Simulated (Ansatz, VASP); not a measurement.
# Sr4Li8Al14Si10O49: VASP beside Ansatz, part 4 of 4

Wanted: the spread between two codes on one cell, functional and k mesh. Of the first pair: The structure shown is frame 67 of Ansatz's trajectory.

VASP 6.6.1 and Ansatz 0.2.0.

So far. Step 6 (VASP: single point, revPBE, pair 2): The run ends at a pressure of 3.14 GPa, with forces up to 2.9 eV/Å.

## 9. VASP: single point, revPBE, pair 3

Level of this step: revPBE; plane waves and PAW (Si, Al, Li_sv, Sr_sv, O) (VASP).

The same cell, functional, mesh and smearing now go to VASP, with its own data sets.

INCAR reads:

```
SYSTEM = Sr4Li8Al14Si10O49
PREC = Accurate
ENCUT = 650
EDIFF = 1E-06
NELM = 120
ISMEAR = -1
SIGMA = 0.025
LREAL = Auto
ALGO = Normal
GGA = RE
NBANDS = 280
LORBIT = 11
LWAVE = .FALSE.
LCHARG = .FALSE.
ISIF = 2
LASPH = .TRUE.
GGA_COMPAT = .FALSE.
EFERMI = MIDGAP
NCORE = 2
```

POSCAR reads:

```
Sr4Li8Al14Si10O49
1.0
   10.3272000000      0.0000000000      0.0000000000
    0.0000000000     10.3272000000      0.0000000000
    0.0000000000      0.0000000000     10.3272000000
Si Al Li Sr O
10 14 8 4 49
Direct
    0.6990084437      0.3306607793      0.3044581300
    0.8994499961      0.5444457355      0.9098981331
    0.2728910063      0.2997811604      0.8309222248
    0.1473003331      0.5144085522      0.1171275854
    0.2662386707      0.7290649934      0.9588659075
    0.2233809745      0.2725520954      0.4531237896
    0.7734138973      0.9922341002      0.8475288558
    0.8357734914      0.6767565265      0.4372433961
    0.9261174374      0.9341835154      0.5913025796
    0.5535672786      0.9920598032      0.4707181036
    0.3026957936      0.5686342862      0.6905259896
    0.2058253931      0.8210938105      0.5785982648
    0.8460666977      0.0988167170      0.3821558603
    0.4673677279      0.4536466806      0.3519056472
    0.7545026726      0.2666744132      0.9507901464
    0.5121717406      0.0878166396      0.2189654505
    0.5578085057      0.8470834302      0.0304632427
    0.7260051127      0.6106011310      0.1517158572
    0.9424238903      0.0747637307      0.0862092339
    0.4573553335      0.3192346425      0.0592609807
    0.1068246959      0.5477283291      0.4362460299
    0.5389360136      0.6722732202      0.5244306298
    0.3653846154      0.0699511968      0.6518320552
    0.2120323030      0.2115094120      0.1635390038
    0.0491517546      0.7318924781      0.7874641723
    0.0414536370      0.3020179720      0.9838678441
    0.3885854830      0.7889069641      0.3744771090
    0.4329731195      0.6096909133      0.1454024324
    0.7270993106      0.8887791463      0.2542121776
    0.4773317066      0.7875319545      0.7645634828
    0.2515202572      0.0328840344      0.4110794794
    0.9208594779      0.3480226973      0.2124293129
    0.5634344256      0.2991808041      0.7156731738
    0.9599697885      0.3830951274      0.6666279340
    0.1567317375      0.0070106128      0.8664303974
    0.0484448834      0.8375745604      0.2350782400
    0.7113932140      0.6433011852      0.5293206290
    0.1944186227      0.6316910682      0.5684793555
    0.4546149973      0.6210008521      0.3887791463
    0.5224552638      0.0898501046      0.5890367186
    0.3217135332      0.9080776977      0.6756526454
    0.0342687272      0.5219807886      0.0019269502
    0.7477438221      0.1453927492      0.8214617709
    0.1097490123      0.1100491905      0.0774169184
    0.1389534433      0.3650360214      0.1649236966
    0.9038848865      0.9810597258      0.9465489194
    0.1787512588      0.1798164072      0.3249283446
    0.3688511891      0.1723991014      0.8030637540
    0.1098361608      0.5878747386      0.2597606321
    0.5125590673      0.8397339066      0.5075819196
    0.4581880858      0.6297253854      0.6631129445
    0.8368483229      0.4006894415      0.8730149508
    0.6260941978      0.2131942831      0.2184812921
    0.4007765900      0.8117205051      0.9518359284
    0.6989309784      0.0083953056      0.4100530638
    0.0679951971      0.8917809280      0.6681191417
    0.8106456736      0.6239058022      0.0030598807
    0.1160043381      0.3768591680      0.4903555659
    0.1437078782      0.8205515532      0.9935413278
    0.8987431250      0.0156092649      0.2423018824
    0.6495080951      0.9160953598      0.8924587497
    0.2495255248      0.1546885894      0.5590479510
    0.9343868619      0.5588058719      0.4680649160
    0.5838562243      0.9624293129      0.1482008676
    0.6096328143      0.3811584941      0.4295840112
    0.5948563018      0.3111007824      0.9590305213
    0.2039274924      0.8519540631      0.4099465489
    0.8073146642      0.7039662251      0.2834359749
    0.8239890774      0.9223216361      0.7102796499
    0.4408455341      0.0270257185      0.3642323185
    0.2329479433      0.6575741731      0.8233499884
    0.8856514835      0.2291134092      0.0579440700
    0.3180145635      0.4052792625      0.7107541250
    0.3773336432      0.1724184677      0.1338407313
    0.3175110388      0.3577736463      0.9707471531
    0.7482279805      0.4584979472      0.2233228755
    0.9170539933      0.8132988613      0.4829963591
    0.5834592145      0.6961809590      0.1045878844
    0.9376791386      0.0765744829      0.5230653033
    0.4897164769      0.4344352777      0.1774537145
    0.2761542335      0.5963571927      0.0663103261
    0.3465218065      0.3571442405      0.4149236966
    0.8323553335      0.2695115811      0.3626733287
    0.9414265241      0.6021380432      0.7720195213
    0.1200422186      0.2716999768      0.8200577117
```

KPOINTS reads:

```
Automatic mesh
0
Gamma
1 1 1
0 0 0
```

PAW data sets: Si, Al, Li_sv, Sr_sv and O (PBE family, release 64).

Started as:

```bash
mpirun -np 8 vasp_gam
```

Numbers of over 12 decimals in the logs are rounded to 6 here.

Output:

```text
[... set-up lines as in an earlier step ...]
 entering main loop
       N       E                     dE             d eps       ncg     rms          rms(c)
DAV:   1     0.493223120834E+04    0.49322E+04   -0.28465E+05   560   0.189E+03
DAV:   2    -0.178605080432E+03   -0.51108E+04   -0.49088E+04   688   0.437E+02
DAV:   3    -0.642420224137E+03   -0.46382E+03   -0.46062E+03   664   0.139E+02
DAV:   4    -0.666098061867E+03   -0.23678E+02   -0.23585E+02   840   0.268E+01
[...]
DAV:  17    -0.581484106004E+03   -0.15909E-05   -0.56740E-05   712   0.198E-02    0.107E-02
DAV:  18    -0.581484107166E+03   -0.11617E-05   -0.11763E-05   680   0.817E-03    0.632E-03
DAV:  19    -0.581484107533E+03   -0.36701E-06   -0.36808E-06   504   0.709E-03
   1 F= -.58148411E+03 E0= -.58148411E+03  d E =0.000000E+00
```

Parts of OUTCAR (step 9):

```text
  Total       20.9786909     11.8728187      5.0116259    -10.3874253     -1.4396663    -10.1651287
  in kB       30.5169554     17.2709671      7.2902339    -15.1102181     -2.0942313    -14.7868511
  external PRESSURE =      18.3593855 kB  Pullay stress =       0.0000000 kB

 POSITION                                       TOTAL-FORCE (eV/Angst)
 -----------------------------------------------------------------------------------
      7.21880      3.41480      3.14420        -1.929630      0.361154      0.352277
      9.28880      5.62260      9.39670         0.769452     -0.352834     -0.554026
      2.81820      3.09590      8.58110         0.410282      1.430262     -1.486029
      1.52120      5.31240      1.20960        -1.304084      0.863213      0.771406
      2.74950      7.52920      9.90240        -0.619999     -1.176856      0.587591
      2.30690      2.81470      4.67950         0.586432     -1.932603     -1.328375
      7.98720     10.24700      8.75260         2.215688     -0.545255     -0.613738
      8.63120      6.98900      4.51550        -0.802877     -0.196071      1.943407
      9.56420      9.64750      6.10650         1.547974     -1.449641      0.832729
      5.71680     10.24520      4.86120        -0.040396     -1.674684     -0.145294
      3.12600      5.87240      7.13120         0.116592      1.055253      0.266815
[...]
9.73260      0.77210      0.89030        -0.361778      0.583284     -0.019740
      4.72320      3.29680      0.61200         0.922187     -0.309184      0.765123
[...]
-----------------------------------------------------------------------------------
    total drift:                               -0.018735     -0.012715     -0.050621

  FREE ENERGIE OF THE ION-ELECTRON SYSTEM (eV)
  ---------------------------------------------------
  free  energy   TOTEN  =      -581.4841075331 eV

  energy  without entropy=     -581.4841075331  energy(sigma->0) =     -581.48410753

[... 2 parts as in an earlier step ...]

[... 1 further part left out ...]
[key lines of the parts left out:]
E-fermi :   3.9696
```

The run ends at a pressure of 1.84 GPa, with forces up to 2.9 eV/Å.

## 10. Differences

Forces on 10 of the 85 atoms, those with the largest forces and the largest differences (eV/Å; atoms numbered as in POSCAR):

| atom | Ansatz x, y, z | VASP x, y, z |
| --- | --- | --- |
| Si6 | 0.603, -1.904, -1.337 | 0.586, -1.933, -1.328 |
| Si7 | 2.196, -0.510, -0.580 | 2.216, -0.545, -0.614 |
| Si9 | 1.532, -1.413, 0.822 | 1.548, -1.450, 0.833 |
| Al16 | -1.458, 1.827, 0.272 | -1.461, 1.839, 0.249 |
| Al22 | 2.244, 0.108, 0.005 | 2.256, 0.121, 0.019 |
| O52 | -0.199, -0.451, -0.190 | -0.220, -0.459, -0.131 |
| O58 | -1.256, 1.546, 0.161 | -1.223, 1.585, 0.124 |
| O60 | 0.034, -0.324, -0.699 | 0.000, -0.265, -0.700 |
| O61 | -2.034, -1.642, 1.024 | -2.066, -1.668, 1.071 |
| O80 | -1.226, 0.986, 1.569 | -1.233, 0.966, 1.591 |

The forces differ by 22 meV/Å r.m.s., which is 2.9 % of the r.m.s. force of 0.758 eV/Å (both taken over all components).

## 11. What came out

```
r.m.s. force difference (single point, revPBE, pair 1) : 2.9 % of the r.m.s. force
r.m.s. force difference (single point, revPBE, pair 2) : 3.2 % of the r.m.s. force
r.m.s. force difference (single point, revPBE, pair 3) : 2.9 % of the r.m.s. force
```

The r.m.s. force difference is 3.2 % of the r.m.s. force (single point, revPBE, pair 2), beyond the 3 % picked in this series as the mark of a large difference. What causes the difference of the single point, revPBE, pair 2 pair stays open here. Such differences can come from data sets, numerical settings and the points named under the comparisons, not from the functional's error against experiment.

[Lines on the potential files, build, host, timing and source positions are cut from VASP's logs without a mark.]

[Logs are printed without paths, hosts, clocks, repeated set-up lines and the standing remarks that a program may print on its own settings, such as how far it seeks lower states.]

[Hosts, paths, dates, database ids (printed as entryN), source tags and the programs' standing remarks are cut or masked in the printed files.]
